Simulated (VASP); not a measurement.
BN (wurtzite), at 0.96 of the tabulated volume:

```yaml
crystal:
  lattice:
    - [1.25777, -2.17852, 0.00000]
    - [1.25777, 2.17852, 0.00000]
    - [0.00000, 0.00000, 4.16297]
  atoms:
    - { symbol: B, position: [0.66667, 0.33333, 0.50000] }
    - { symbol: B, position: [0.33333, 0.66667, 0.00000] }
    - { symbol: N, position: [0.66667, 0.33333, 0.87500] }
    - { symbol: N, position: [0.33333, 0.66667, 0.37500] }
```

The lowest empty band near K, direction to Γ, from mBJ (TB09) with spin-orbit coupling in VASP (PAW); its two spin partners are averaged. The gap over the points computed is 6.68 eV, and the next band on that side lies 8.74 eV away at the edge.

Run with 520 eV cut-off, 11×11×6 Γ-centred mesh, Gaussian smearing of 0.050 eV, potentials B N.

| distance from the edge in k (1/Å) | distance in energy (meV) |
|---|---|
| 0.025 | 4.6 |
| 0.035 | 8.8 |
| 0.050 | 18.0 |
| 0.070 | 35.1 |

Fit E(1 + αE) = ħ²k²/2m* (ħ²/2m0 = 3.810 eV Å²) and predict the row at 0.095 1/Å.

The rows don't resolve α, so a parabola serves: the electron mass is m* = 0.531 m0, and so 64.7 meV. The run gave 64.2 meV, -0.5 meV from the fit.

Left out are points under 3 meV from the edge, since the levels carry 0.1 meV, and points farther than half the way to the next band.

The compound is BN in the wurtzite structure, a metastable high-pressure form. The cell was not relaxed at this level.
